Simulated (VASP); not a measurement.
# IrC (F-43m) in VASP: further runs

Aim: see how the results for IrC move with the level of theory and the settings. Levels: r2SCAN, r2SCAN+U. Tasks: single point.

Everything below comes from runs of VASP 6.6.1. Logs are shortened: lines on timing, memory, paths and dates and some standing lists are left out, and cuts for length are marked.

### Step 1. Starting point

Symmetry: F-43m, No. 216, cubic system. The conventional cell has a = 4.621 Å, b = 4.621 Å, c = 4.621 Å, α = 90.00°, β = 90.00°, γ = 90.00°. Around Ir (site symmetry -43m) lie 4 C at 2.00 Å. C (site symmetry -43m) has 4 Ir at 2.00 Å as nearest neighbours.

The cell was built by a generator and needn't be a form met in nature.

### Step 2. Single point, r2SCAN

The input, INCAR:

```
SYSTEM = IrC
ALGO = Normal
EDIFF = 1E-7
ENCUT = 520
ISIF = 2
ISMEAR = -1
LASPH = .True.
LCHARG = .True.
LELF = .True.
LMIXTAU = .True.
LREAL = .False.
LVHAR = .True.
LWAVE = .False.
METAGGA = R2SCAN
NELM = 80
PREC = Accurate
SIGMA = 0.05
```

The input, KPOINTS:

```
k-points
0
Gamma
  10 10 10
  0 0 0
```

The input, POSCAR:

```
IrC
1.0
    0.0000000000      2.3104300000      2.3104300000
    2.3104300000      0.0000000000      2.3104300000
    2.3104300000      2.3104300000      0.0000000000
Ir C
1 1
Direct
    0.0000000000      0.0000000000      0.0000000000
    0.7500000000      0.7500000000      0.7500000000
```

Potentials or basis: VASP PAW PBE potentials, release 64 (Ir, C).

Launch:

```sh
$ cat potpaw_PBE.64/Ir/POTCAR potpaw_PBE.64/C/POTCAR > POTCAR
$ mpirun -np 1 vasp_std > vasp.out
```

OUTCAR:

```text
SYSTEM = IrC
   EDIFF = 1E-7
   ENCUT = 520
   ISIF = 2
   ISMEAR = -1
   LASPH = .True.
   LREAL = .False.
   METAGGA = R2SCAN
   NELM = 80
   PREC = Accurate

 ion  position               nearest neighbor table
   1  0.000  0.000  0.000-   2 2.00   2 2.00   2 2.00   2 2.00
   2  0.750  0.750  0.750-   1 2.00   1 2.00   1 2.00   1 2.00

  LATTYP: Found a face centered cubic cell.
 ALAT       =     4.6208600000

  Lattice vectors:

 A1 = (   0.0000000000,   2.3104300000,   2.3104300000)
 A2 = (   2.3104300000,   0.0000000000,   2.3104300000)
 A3 = (   2.3104300000,   2.3104300000,   0.0000000000)

Analysis of symmetry for initial positions (statically):
=====================================================================
 Subroutine PRICEL returns:
 Original cell was already a primitive cell.

 Routine SETGRP: Setting up the symmetry group for a
 face centered cubic supercell.

 Subroutine GETGRP returns: Found 24 space group operations
 (whereof 24 operations were pure point group operations)
 out of a pool of 48 trial point group operations.

The static configuration has the point symmetry T_d .

Analysis of symmetry for dynamics (positions and initial velocities):
=====================================================================
 Subroutine PRICEL returns:
 Original cell was already a primitive cell.

 Routine SETGRP: Setting up the symmetry group for a
 face centered cubic supercell.

 Subroutine GETGRP returns: Found 24 space group operations
 (whereof 24 operations were pure point group operations)
 out of a pool of 48 trial point group operations.

The dynamic configuration has the point symmetry T_d .

 Subroutine INISYM returns: Found 24 space group operations
 (whereof 24 operations are pure point group operations),
 and found     1 'primitive' translations

----------------------------------------------------------------------------------------

                                     Primitive cell

  volume of cell :      24.6666

  direct lattice vectors                    reciprocal lattice vectors
     0.000000000  2.310430000  2.310430000    -0.216409932  0.216409932  0.216409932
     2.310430000  0.000000000  2.310430000     0.216409932 -0.216409932  0.216409932
     2.310430000  2.310430000  0.000000000     0.216409932  0.216409932 -0.216409932

  length of vectors
     3.267441441  3.267441441  3.267441441     0.374832998  0.374832998  0.374832998

  position of ions in fractional coordinates (direct lattice)
     0.000000000  0.000000000  0.000000000
     0.750000000  0.750000000  0.750000000

  ion indices of the primitive-cell ions
   primitive index   ion index
                 1           1
                 2           2

----------------------------------------------------------------------------------------

 KPOINTS: k-points

Automatic generation of k-mesh.
 Grid dimensions read from file:
 generate k-points for:   10   10   10

 Generating k-lattice:

  Cartesian coordinates                     Fractional coordinates (reciprocal lattice)
    -0.021640993  0.021640993  0.021640993     0.100000000  0.000000000  0.000000000
     0.021640993 -0.021640993  0.021640993     0.000000000  0.100000000  0.000000000
     0.021640993  0.021640993 -0.021640993     0.000000000  0.000000000  0.100000000

  Length of vectors
     0.037483300  0.037483300  0.037483300

  Shift w.r.t. Gamma in fractional coordinates (k-lattice)
     0.000000000  0.000000000  0.000000000

 Subroutine IBZKPT returns following result:
 ===========================================

 Found     47 irreducible k-points:

 Following reciprocal coordinates:
            Coordinates               Weight
  0.000000  0.000000  0.000000      1.000000
  0.100000  0.000000  0.000000      8.000000
  0.200000  0.000000  0.000000      8.000000
  0.300000  0.000000  0.000000      8.000000
  0.400000  0.000000  0.000000      8.000000
  0.500000  0.000000  0.000000      4.000000
[... 16 lines left out ...]
  0.300000  0.300000  0.000000      6.000000
  0.400000  0.300000  0.000000     24.000000
 [... further k-points ...]
   k-points           NKPTS =     47   k-points in BZ     NKDIM =     47   number of bands    NBANDS=     10
   number of dos      NEDOS =    301   number of ions     NIONS =      2
   total plane-waves  NPLWV =  13824
   dimension x,y,z NGX =    24 NGY =   24 NGZ =   24
   dimension x,y,z NGXF=    48 NGYF=   48 NGZF=   48
   ions per type =               1   1
   NGX,Y,Z   is equivalent  to a cutoff of  12.21, 12.21, 12.21 a.u.
   NGXF,Y,Z  is equivalent  to a cutoff of  24.42, 24.42, 24.42 a.u.
 SYSTEM =  IrC
   PREC   = accura    normal or accurate (medium, high low for compatibility)
   ISTART =      0    job   : 0-new  1-cont  2-samecut
   ICHARG =      2    charge: 1-file 2-atom 10-const
   ISPIN  =      1    spin polarized calculation?
   LNONCOLLINEAR =      F non collinear calculations
   LSORBIT =      F    spin-orbit coupling
   LASPH  =      T    aspherical Exc in radial PAW
   ENCUT  =  520.0 eV  38.22 Ry    6.18 a.u.   6.08  6.08  6.08*2*pi/ulx,y,z
   NELM   =     80;   NELMIN=  2; NELMDL= -5     # of ELM steps
   EDIFF  = 0.1E-06   stopping-criterion for ELM
   LREAL  =      F    real-space projection
   EDIFFG = 0.1E-05   stopping-criterion for IOM
   NSW    =      0    number of steps for IOM
   IBRION =     -1    ionic relax: 0-MD 1-quasi-New 2-CG
   NFREE  =      0    steps in history (QN), initial steepest desc. (CG)
   ISIF   =      2    stress and relaxation
   ISYM   =      2    0-nonsym 1-usesym 2-fastsym
   POTIM  = 0.5000    time-step for ionic-motion
   TEBEG  =    0.0;   TEEND  =   0.0 temperature during run
   PSTRESS=    0.0 pullay stress
   NELECT =      13.0000    total number of electrons
   NUPDOWN=      -1.0000    fix difference up-down
   EMIN   =  10.00;   EMAX   =-10.00  energy-range for DOS
   EFERMI =   0.00;   METHOD = LEGACY
   ISMEAR =    -1;   SIGMA  =   0.05  broadening in eV -4-tet -1-fermi 0-gaus
   EFERMI_NEDOS =   21; number of points for ismear=-14 and -15
   IALGO  =     38    algorithm
   IMIX   =      4    mixing-type and parameters
     AMIX     =   0.40;   BMIX     =  1.00
     AMIX_MAG =   1.60;   BMIX_MAG =  1.00
  volume/ion in A,a.u.               =      12.33        83.23
  Fermi-wavevector in a.u.,A,eV,Ry     =   1.322370  2.498918 23.792013  1.748664
  Thomas-Fermi vector in A             =   2.452056
   LORBIT       =      0    0 simple, 1 ext, 2 COOP (PROOUT), +10 PAW based schemes
   METAGGA = R2SCAN    functional components
   LHFCALC =     F    Hartree Fock is set to
   AEXX    =    0.0000 exact exchange contribution
   IVDW    =     0    specifies the selected vdW correction
   LEPSILON=     F    determine dielectric tensor
   LRPA    =     F    only Hartree local field effects (RPA)
 non-spin polarized calculation
  energy-cutoff  :      520.00
  volume of cell :       24.67
 maximum number of plane-waves:       678
   NGX = 13   NGY = 13   NGZ = 13

 number of electron      13.0000000 magnetization

 Free energy of the ion-electron system (eV)
  ---------------------------------------------------
  ext. energy  EPLUGINS =         0.00000000
  ---------------------------------------------------
  free energy    TOTEN  =       -61.30451511 eV

  energy without entropy =      -61.29398668  energy(sigma->0) =      -61.29925090

 E-fermi :   7.3361     XC(G=0): -13.2765

 val. band max:        7.3081436632   @ k =   0.5000   0.4000   0.1000
 cond. band min:       7.3544217489   @ k =  -0.3000   0.3000   0.1000
 fundamental gap:      0.0462780856
 Fermi energy:         7.3361398355

 k-point     1 :       0.0000    0.0000    0.0000
  band No.  band energies     occupation
      1      -7.5892      2.00000
      2       0.3964      2.00000
      3       0.3964      2.00000
      4       0.3964      2.00000
      5       4.7650      2.00000
      6       4.7650      2.00000
      7      11.2325      0.00000
      8      14.0538      0.00000
      9      14.0538      0.00000
     10      14.0538      0.00000

 k-point     2 :       0.1000    0.0000    0.0000
  band No.  band energies     occupation
      1      -7.4138      2.00000
      2       0.2986      2.00000
      3       0.4911      2.00000
      4       0.4911      2.00000
      5       4.7162      2.00000
      6       4.7162      2.00000
      7      11.6230      0.00000
      8      13.5763      0.00000
      9      13.9609      0.00000
     10      13.9609      0.00000

 k-point     3 :       0.2000    0.0000    0.0000
  band No.  band energies     occupation
      1      -6.9452      2.00000
      2       0.1464      2.00000
      3       0.7188      2.00000
      4       0.7188      2.00000
      5       4.6725      2.00000
      6       4.6725      2.00000
      7      11.5465      0.00000
      8      13.2790      0.00000
      9      13.5486      0.00000
     10      13.5486      0.00000

 k-point     4 :       0.3000    0.0000    0.0000
  band No.  band energies     occupation
      1      -6.3591      2.00000
      2       0.2259      2.00000
      3       0.9383      2.00000
      4       0.9384      2.00000
      5       4.8324      2.00000
      6       4.8324      2.00000
      7       9.5178      0.00000
      8      12.7211      0.00000
      9      12.7211      0.00000
     10      14.3192      0.00000
[... 222 lines left out ...]
 k-point    22 :      -0.2000    0.2000    0.0000
  band No.  band energies     occupation
      1      -6.1371      2.00000
      2       0.1802      2.00000
      3       0.9871      2.00000
      4       1.1526      2.00000
      5       4.2928      2.00000
      6       5.3713      2.00000
      7       9.3297      0.00000
      8      11.1476      0.00000
      9      13.1202      0.00000
     10      15.3167      0.00000

 k-point    23 :       0.3000    0.3000    0.0000
  band No.  band energies     occupation
      1      -5.9185      2.00000
      2      -0.6538      2.00000
      3       1.8834      2.00000
      4       1.8834      2.00000
      5       3.5815      2.00000
      6       5.4643      2.00000
      7      10.6806      0.00000
      8      10.6806      0.00000
      9      10.9283      0.00000
     10      15.2050      0.00000

 k-point    24 :       0.4000    0.3000    0.0000
  band No.  band energies     occupation
      1      -5.5382      2.00000
      2      -0.6266      2.00000
      3       2.1353      2.00000
      4       2.2544      2.00000
      5       3.9141      2.00000
      6       5.6259      2.00000
      7       8.4998      0.00000
      8       9.8744      0.00000
      9      10.6513      0.00000
     10      16.4144      0.00000

 [... further k-points ...]

------------------------ aborting loop because EDIFF is reached ----------------------------------------

  FORCE on cell =-STRESS in cart. coord.  units (eV):
  Direction    XX          YY          ZZ          XY          YZ          ZX
  --------------------------------------------------------------------------------------
  -------------------------------------------------------------------------------------
  Total       -0.1558194     -0.1558194     -0.1558194      0.0000000      0.0000000     -0.0000000
  in kB      -10.1210035    -10.1210035    -10.1210035      0.0000000      0.0000000     -0.0000000
  external PRESSURE =     -10.1210035 kB  Pullay stress =       0.0000000 kB

 VOLUME and BASIS-vectors are now :
 -----------------------------------------------------------------------------
  energy-cutoff  :      520.00
  volume of cell :       24.67
      direct lattice vectors                 reciprocal lattice vectors
     0.000000000  2.310430000  2.310430000    -0.216409932  0.216409932  0.216409932
     2.310430000  0.000000000  2.310430000     0.216409932 -0.216409932  0.216409932
     2.310430000  2.310430000  0.000000000     0.216409932  0.216409932 -0.216409932

 POSITION                                       TOTAL-FORCE (eV/Angst)
 -----------------------------------------------------------------------------------
      0.00000      0.00000      0.00000        -0.000000     -0.000000     -0.000000
      3.46565      3.46565      3.46565         0.000000      0.000000      0.000000
 -----------------------------------------------------------------------------------
    total drift:                               -0.000000     -0.000000     -0.000000

  FREE ENERGIE OF THE ION-ELECTRON SYSTEM (eV)
  ---------------------------------------------------
  free  energy   TOTEN  =       -61.3045151138 eV

  energy  without entropy=      -61.2939866801  energy(sigma->0) =      -61.29925090
```

Wall time 21 s (1 thread of Intel Xeon 6975P-C (Granite Rapids), shared host); peak memory 0.15 GiB.

What came out:

| Quantity | Value |
| --- | --- |
| Free energy | -61.3045 eV |
| Pressure | -1.0 GPa |
| Band gap on the k mesh | none (metal or under the smearing width) |

Caveat: the PAW data sets were made with another functional, which shifts forces and pressure a little.

(Continued in part 2 of 2.)
